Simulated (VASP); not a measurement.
# Ba2BiSb2: Sb into a neighbouring Sb vacancy, part 2 of 4

Wanted: the minimum-energy path in Ba2BiSb2 for this move: Sb into a neighbouring Sb vacancy. The start is a cell from a database of measured crystal structures.

VASP 6.6.1; PBEsol; plane waves and PAW (Bi, Ba_sv, Sb).

So far. Step 2 (Relax the host): The run ended after 9 ionic steps, 0.027 eV below its first step, once forces and stress met EDIFFG = -0.02.

### 3. Relax the start

System of this step: Ba8Bi4Sb7. The cell holds 19 atoms: 4 Bi, 8 Ba and 7 Sb. Its edges and angles: a = 9.991 Å, b = 8.883 Å, c = 13.369 Å, α = 106.2°, β = 138.4°, γ = 90.0°. It derives from Ba2BiSb2. Nearest the centre at fractional (0.500, 0.000, 0.500): Sb17 at 1.54 Å, Ba7 at 3.25 Å, Ba6 at 3.26 Å, Ba9 at 3.28 Å, Ba12 at 3.28 Å, Bi1 at 4.42 Å, Bi4 at 4.44 Å, Ba5 at 4.67 Å.

A path needs two true minima; the start is relaxed with symmetry off.

File INCAR:

```
SYSTEM = Ba8Bi4Sb7
PREC = Normal
ENCUT = 280
EDIFF = 1E-05
NELM = 120
ISMEAR = 1
SIGMA = 0.15
LREAL = Auto
ALGO = Fast
GGA = PS
NBANDS = 86
LORBIT = 11
LWAVE = .FALSE.
LCHARG = .FALSE.
KPAR = 3
LASPH = .TRUE.
IBRION = 2
NSW = 60
ISIF = 2
EDIFFG = -0.05
POTIM = 0.4
MAXMIX = 40
ISYM = 0
```

File POSCAR:

```
Ba8Bi4Sb7
1.0
    0.0000000000      0.0000000000      9.9911598862
    4.7842642784     -7.4841129910      0.0000000000
    4.7842642784      7.4841129910     -9.9911598862
Bi Ba Sb
4 8 7
Direct
    0.0024816103     -0.0003754812      0.0018201514
   -0.0006205977     -0.0039335440      0.4984858632
    0.5003839270      0.4981011992     -0.0003458630
    0.5017471617      0.5005768147      0.5006527683
    0.5280981156      0.2486783487      0.2482430000
    0.5315395513      0.2511986245      0.7513047749
    0.0288585215      0.7487093172      0.2480220153
    0.0339884574      0.7476948577      0.7511530199
    0.4606390756      0.7468571983      0.2418091365
    0.4690178268      0.7488320817      0.7494030057
    0.9713647486      0.2559125177      0.2529408342
    0.9756409654      0.2534056706      0.7551338727
    0.3955620144      0.1026244741      0.8952267885
    0.8957235095      0.6033645475      0.3970911718
    0.8968936141      0.6026085028      0.8970903279
    0.6007303916      0.8986552836      0.1017438709
    0.6045707975      0.8985535541      0.6039285332
    0.0997603314      0.3958153952      0.1007640988
    0.1037328226      0.4017729476      0.6019022700
```

File KPOINTS:

```
Automatic mesh
0
Gamma
3 3 3
0 0 0
```

Potentials, in the order of the species: Bi, Ba_sv and Sb (PBE family, release 64).

Command:

```
$ mpirun -np 3 vasp_std
```

The log of the run:

```text
[banner, memory and clock lines left out]
running    3 mpi-ranks, on    1 nodes
 distrk:  each k-point on    1 cores,    3 groups
 distr:  one band on    1 cores,    1 groups

 POSCAR found type information on POSCAR BiBaSb
 POSCAR found :  3 types and      19 ions
 [... a notice as in an earlier step ...]

 LDA part: xc-table for (Slater+PW92), standard interpolation
 POSCAR, INCAR and KPOINTS ok, starting setup
 FFT: planning ... GRIDC
 FFT: planning ... GRID_SOFT
 FFT: planning ... GRID
 WAVECAR not read
 entering main loop
       N       E                     dE             d eps       ncg     rms          rms(c)
DAV:   1     0.735346641761E+03    0.73535E+03   -0.36970E+04  2408   0.793E+02
DAV:   2    -0.823398112505E+01   -0.74358E+03   -0.72619E+03  3052   0.205E+02
DAV:   3    -0.797576952829E+02   -0.71524E+02   -0.70675E+02  3040   0.669E+01
DAV:   4    -0.830046353929E+02   -0.32469E+01   -0.32377E+01  3624   0.133E+01
DAV:   5    -0.830939989838E+02   -0.89364E-01   -0.89322E-01  3128   0.220E+00    0.114E+01
RMM:   6    -0.821179673616E+02    0.97603E+00   -0.13890E+00  2412   0.201E+00    0.672E+00
RMM:   7    -0.819815070784E+02    0.13646E+00   -0.12779E+00  2651   0.206E+00    0.155E+00
RMM:   8    -0.819802863769E+02    0.12207E-02   -0.25177E-01  3255   0.105E+00    0.421E-01
RMM:   9    -0.819843272484E+02   -0.40409E-02   -0.53137E-02  3983   0.411E-01    0.303E-01
RMM:  10    -0.819846315066E+02   -0.30426E-03   -0.93842E-03  3298   0.195E-01    0.125E-01
RMM:  11    -0.819847595603E+02   -0.12805E-03   -0.44513E-03  3864   0.117E-01    0.365E-02
RMM:  12    -0.819848822684E+02   -0.12271E-03   -0.16112E-03  3922   0.651E-02    0.259E-02
RMM:  13    -0.819849388567E+02   -0.56588E-04   -0.52895E-04  3463   0.400E-02    0.136E-02
RMM:  14    -0.819849603960E+02   -0.21539E-04   -0.22639E-04  2911   0.242E-02    0.532E-03
WARNING in EDDRMM: call to ZHEGV failed, returncode =   6  3     49
RMM:  15    -0.819849679960E+02   -0.76000E-05   -0.90596E-05  2490   0.154E-02
   1 F= -.81984968E+02 E0= -.81978674E+02  d E =-.819850E+02
 curvature:   0.00 expect dE= 0.000E+00 dE for cont linesearch  0.000E+00
 trial: gam= 0.00000 g(F)=  0.112E-01 g(S)=  0.000E+00 ort = 0.000E+00 (trialstep = 0.100E+01)
 search vector abs. value=  0.112E-01
 bond charge predicted
       N       E                     dE             d eps       ncg     rms          rms(c)
DAV:   1    -0.819941638946E+02   -0.92035E-02   -0.35210E-01  2904   0.148E+00    0.137E-01
RMM:   2    -0.819951543218E+02   -0.99043E-03   -0.13422E-02  2472   0.315E-01    0.464E-02
RMM:   3    -0.819952962809E+02   -0.14196E-03   -0.24321E-03  3613   0.119E-01    0.308E-02
RMM:   4    -0.819953121697E+02   -0.15889E-04   -0.38673E-04  4005   0.453E-02    0.144E-02
RMM:   5    -0.819953281237E+02   -0.15954E-04   -0.18673E-04  3225   0.232E-02    0.479E-03
RMM:   6    -0.819953271822E+02    0.94151E-06   -0.31823E-05  1828   0.118E-02
   2 F= -.81995327E+02 E0= -.81989158E+02  d E =-.103592E-01
[...]
WARNING in EDDRMM: call to ZHEGV failed, returncode =   6  3     56
[... from here on, the cycles between the ionic steps are left out ...]
   3 F= -.82016535E+02 E0= -.82010713E+02  d E =-.315665E-01
[...]
WARNING in EDDRMM: call to ZHEGV failed, returncode =   6  3     43
[...]
WARNING in EDDRMM: call to ZHEGV failed, returncode =   6  3     38
WARNING in EDDRMM: call to ZHEGV failed, returncode =   6  3     59
   4 F= -.82014207E+02 E0= -.82009032E+02  d E =-.292393E-01
   5 F= -.82022845E+02 E0= -.82017324E+02  d E =-.378773E-01
   6 F= -.82026903E+02 E0= -.82021474E+02  d E =-.405728E-02
   7 F= -.82033889E+02 E0= -.82028667E+02  d E =-.110434E-01
[...]
WARNING in EDDRMM: call to ZHEGV failed, returncode =   6  3     57
   8 F= -.82034431E+02 E0= -.82029253E+02  d E =-.115854E-01
   9 F= -.82038507E+02 E0= -.82033749E+02  d E =-.407659E-02
[...]
WARNING in EDDRMM: call to ZHEGV failed, returncode =   6  3     68
[...]
WARNING in EDDRMM: call to ZHEGV failed, returncode =   6  3     71
WARNING in EDDRMM: call to ZHEGV failed, returncode =   6  3     67
  10 F= -.82040391E+02 E0= -.82036146E+02  d E =-.596076E-02
 curvature:  -9.45 expect dE=-0.713E-02 dE for cont linesearch -0.178E-03
 ZBRENT: interpolating
 opt :   8.3692  next Energy=   -82.040535 (dE=-0.610E-02)
 bond charge predicted
       N       E                     dE             d eps       ncg     rms          rms(c)
DAV:   1    -0.820403308780E+02    0.64708E-04   -0.92844E-02  2624   0.767E-01    0.664E-02
RMM:   2    -0.820405642091E+02   -0.23333E-03   -0.31907E-03  2412   0.155E-01    0.254E-02
RMM:   3    -0.820406113256E+02   -0.47116E-04   -0.55803E-04  3469   0.574E-02    0.128E-02
RMM:   4    -0.820406194880E+02   -0.81625E-05   -0.10886E-04  2938   0.221E-02    0.853E-03
RMM:   5    -0.820406207585E+02   -0.12705E-05   -0.27940E-05  1701   0.103E-02
  11 F= -.82040621E+02 E0= -.82036294E+02  d E =-.619012E-02
 curvature:  -7.62 expect dE=-0.501E-02 dE for cont linesearch -0.167E-04
 trial: gam= 0.23352 g(F)=  0.657E-03 g(S)=  0.000E+00 ort =-0.811E-04 (trialstep = 0.432E+01)
 search vector abs. value=  0.782E-03
 reached required accuracy - stopping structural energy minimisation
```

Run time: 8.7 min. Hardware: 3 MPI ranks of Intel Xeon 6975P-C (Granite Rapids), shared host; peak memory 1.4 GiB.

Parts of OUTCAR (step 3):

```text
 Found     14 irreducible k-points:

   k-points           NKPTS =     14   k-points in BZ     NKDIM =     14   number of bands    NBANDS=     86

   dimension x,y,z NGX =    42 NGY =   36 NGZ =   56
   dimension x,y,z NGXF=    84 NGYF=   72 NGZF=  112

   ENCUT  =  280.0 eV  20.58 Ry    4.54 a.u.  13.63 12.12 18.24*2*pi/ulx,y,z

   NELECT =     135.0000    total number of electrons

 E-fermi :   4.3248

 k-point     1 :       0.0000    0.0000    0.0000
  band No.  band energies     occupation
    ...
     65       3.4831      2.00000
     66       3.8207      2.00002
     67       3.8277      2.00003
     68       4.2658      1.61185
     69       4.3659      0.55524
     70       4.3901      0.33515
     71       4.5079     -0.07091
     72       4.9591     -0.00000
     73       5.0281     -0.00000
     74       5.2487     -0.00000
    ...

 k-point     2 :       0.3333    0.0000    0.0000
  band No.  band energies     occupation
    ...
     64       3.3167      2.00000
     65       3.5222      2.00000
     66       3.6139      2.00000
     67       3.8062      2.00001
     68       4.2180      1.92810
     69       4.3858      0.37101
     70       4.7565     -0.00036
     71       5.1286     -0.00000
     72       5.2737     -0.00000
     73       5.4243     -0.00000
    ...

  Total       -1.7595572     -0.8917237     -2.3375888      0.1180169     -0.0253666     -0.0029545
  in kB       -3.9401482     -1.9968227     -5.2345254      0.2642733     -0.0568030     -0.0066159
  external PRESSURE =      -3.7238321 kB  Pullay stress =       0.0000000 kB

  energy-cutoff  :      280.00
  volume of cell :      715.49
      direct lattice vectors                 reciprocal lattice vectors
     0.000000000  0.000000000  9.991159886     0.104509277  0.066808184  0.100088479
     4.784264278 -7.484112991  0.000000000     0.104509277 -0.066808184  0.000000000
     4.784264278  7.484112991 -9.991159886     0.104509277  0.066808184  0.000000000

 POSITION                                       TOTAL-FORCE (eV/Angst)
 -----------------------------------------------------------------------------------
      9.55500      0.01394      0.00340         0.000414     -0.003086     -0.010917
      2.39211      3.66979      4.99898        -0.012889      0.014017     -0.002650
      2.39031     -3.73403      4.99858        -0.009739      0.043453      0.001411
      4.83339     -0.04291     -0.00299         0.006253     -0.020502      0.019417
      2.39217     -0.00878      2.82874         0.008543      0.034286     -0.011464
      4.81350      3.78246     -2.19663         0.006060     -0.017374     -0.012307
      4.74502     -3.70498     -2.19514        -0.023287     -0.032542     -0.001682
      7.18561      0.00351     -7.21387        -0.019153     -0.028256      0.006733
      4.74684     -3.70838      2.20563        -0.014563     -0.015575     -0.017501
      7.17262     -0.00160     -2.77801         0.030696     -0.007393     -0.002771
      2.38484     -0.01452      7.16985         0.016549      0.041857      0.000022
      4.81718      3.77822      2.20036        -0.010851     -0.010230      0.003447
      4.78809      5.96864     -4.99938        -0.006620      0.011207      0.010150
      4.80345     -1.51368      5.00067        -0.016498     -0.012403     -0.026216
      7.17560      2.22062      0.00097        -0.012678     -0.015726      0.000777
      4.75443     -5.96730      4.99933         0.022637     -0.004502     -0.001440
      7.15442     -2.37902     -0.00451         0.020353      0.004052      0.042554
      2.37821     -2.13766      0.00736         0.003299      0.010463     -0.005819
      4.78846      1.51037     -4.99476         0.011475      0.008254      0.008257
 -----------------------------------------------------------------------------------
    total drift:                                0.006192      0.011731      0.001581

  FREE ENERGIE OF THE ION-ELECTRON SYSTEM (eV)
  ---------------------------------------------------
  free  energy   TOTEN  =       -82.0406207585 eV

  energy  without entropy=      -82.0276389959  energy(sigma->0) =      -82.03629350

 total charge
# of ion       s       p       d       tot
------------------------------------------
    1        1.720   1.952   0.050   3.722
    2        1.730   1.943   0.066   3.739
    3        1.730   1.952   0.068   3.750
    4        1.721   1.950   0.052   3.723
    5        2.008   5.576   0.335   7.919
    6        2.010   5.575   0.336   7.920
    7        2.010   5.575   0.337   7.922
    8        2.008   5.578   0.341   7.926
    9        2.010   5.575   0.337   7.921
   10        2.008   5.578   0.341   7.927
   11        2.008   5.576   0.334   7.918
   12        2.010   5.575   0.336   7.920
   13        1.169   1.274   0.018   2.461
   14        1.169   1.273   0.018   2.460
   15        1.160   1.284   0.017   2.461
   16        1.169   1.270   0.019   2.459
   17        1.161   1.276   0.010   2.447
   18        1.168   1.270   0.018   2.456
   19        1.169   1.269   0.019   2.458
--------------------------------------------------
tot         31.137  61.319   3.054  95.509

[... 1 part as in an earlier step ...]

[... 7 further parts left out ...]
```

CONTCAR:

```
Ba8Bi4Sb7
   1.00000000000000
     0.0000000000000000    0.0000000000000000    9.9911598862000002
     4.7842642784000002   -7.4841129909999999    0.0000000000000000
     4.7842642784000002    7.4841129909999999   -9.9911598862000002
  Bi              Ba              Sb
     4     8     7
Direct
     0.9998568828632397    0.9976550916333561    0.9995170766985374
     0.9955099364094848    0.0048251138380306    0.4951695211432889
     0.5006463972711257    0.4992738049057920    0.0003457368995151
     0.5019679459766426    0.5080010013969875    0.5022675872261338
     0.5325420602602066    0.2505908269877392    0.2494175285928832
     0.5358975970694692    0.2503563997174759    0.7557546928992507
     0.0286675300250268    0.7434216965575574    0.2483760206491963
     0.0291721930421676    0.7507285315216226    0.7511976942691534
     0.4690964696578971    0.7438383044532345    0.2483386208050937
     0.4714518641185954    0.7497121378116365    0.7494985743449186
     0.9658873279958912    0.2502083428377478    0.2482684337962024
     0.9760862131654102    0.2510239026152299    0.7558553051521896
     0.3987735554231943    0.1016460181439452    0.8991542973852797
     0.9013877878651947    0.6031309464216308    0.4008782015024377
     0.8983698414197810    0.6015610895526415    0.8982725957716676
     0.5985929048936461    0.8955469300162076    0.0982177377994328
     0.5883139663595063    0.9066410748109393    0.5887655086144457
     0.1064676617866937    0.3913576666558693    0.1057314676378174
     0.1014247089968396    0.3995334301223514    0.6013430390125583
```

Step by step:

```csv
step,energy less that of the first step (eV),largest force (eV/Å)
1,0.0000,0.2108
2,-0.0104,0.1905
3,-0.0316,0.1511
4,-0.0292,0.1919
5,-0.0379,0.1226
6,-0.0419,0.1107
7,-0.0489,0.0829
8,-0.0495,0.0729
9,-0.0535,0.0513
10,-0.0554,0.0542
11,-0.0557,0.0473
```

The atoms that moved most (Å):

```csv
atom,dx,dy,dz,length
Sb17,-0.034,-0.174,-0.011,0.178
Bi2,0.026,-0.090,-0.006,0.094
Ba9,0.017,0.071,0.019,0.076
Sb18,0.002,0.071,0.017,0.073
Bi4,0.043,-0.043,-0.014,0.063
Ba8,0.015,-0.022,-0.049,0.055
Ba11,-0.050,0.008,-0.008,0.051
Ba7,-0.024,0.042,-0.005,0.049
```

The relaxed structure:

```cif
data_structure
_symmetry_space_group_name_H-M 'P 1'
_symmetry_Int_Tables_number 1
_cell_length_a 9.9912
_cell_length_b 8.8826
_cell_length_c 13.3688
_cell_angle_alpha 106.196
_cell_angle_beta 138.361
_cell_angle_gamma 90.000
_cell_volume 715.49
loop_
_atom_site_label
_atom_site_type_symbol
_atom_site_fract_x
_atom_site_fract_y
_atom_site_fract_z
_atom_site_occupancy
Bi1 Bi 0.99986 0.99766 0.99952 1
Bi2 Bi 0.99551 0.00483 0.49517 1
Bi3 Bi 0.50065 0.49927 0.00035 1
Bi4 Bi 0.50197 0.50800 0.50227 1
Ba5 Ba 0.53254 0.25059 0.24942 1
Ba6 Ba 0.53590 0.25036 0.75575 1
Ba7 Ba 0.02867 0.74342 0.24838 1
Ba8 Ba 0.02917 0.75073 0.75120 1
Ba9 Ba 0.46910 0.74384 0.24834 1
Ba10 Ba 0.47145 0.74971 0.74950 1
Ba11 Ba 0.96589 0.25021 0.24827 1
Ba12 Ba 0.97609 0.25102 0.75586 1
Sb13 Sb 0.39877 0.10165 0.89915 1
Sb14 Sb 0.90139 0.60313 0.40088 1
Sb15 Sb 0.89837 0.60156 0.89827 1
Sb16 Sb 0.59859 0.89555 0.09822 1
Sb17 Sb 0.58831 0.90664 0.58877 1
Sb18 Sb 0.10647 0.39136 0.10573 1
Sb19 Sb 0.10142 0.39953 0.60134 1
```

This step gave:

```yaml
electronic_cycles: 93
electrons: 135
free_energy_toten: -82.0406 eV
energy_at_zero_smearing: -82.0363 eV
fermi_energy: 4.325 eV
```

The run ended after 11 ionic steps, 0.056 eV below its first step, once the forces on the free atoms met EDIFFG = -0.05.

[end of part 2 of 4]

[Lines on the potential files, build, host, timing and source positions are cut from VASP's logs without a mark.]

[Logs are printed without paths, hosts, clocks, repeated set-up lines and the standing remarks that a program may print on its own settings, such as how far it seeks lower states.]

[Hosts, paths, dates, database ids (printed as entryN), source tags and the programs' standing remarks are cut or masked in the printed files.]

[Runs that stopped without an error message from VASP are left out.]
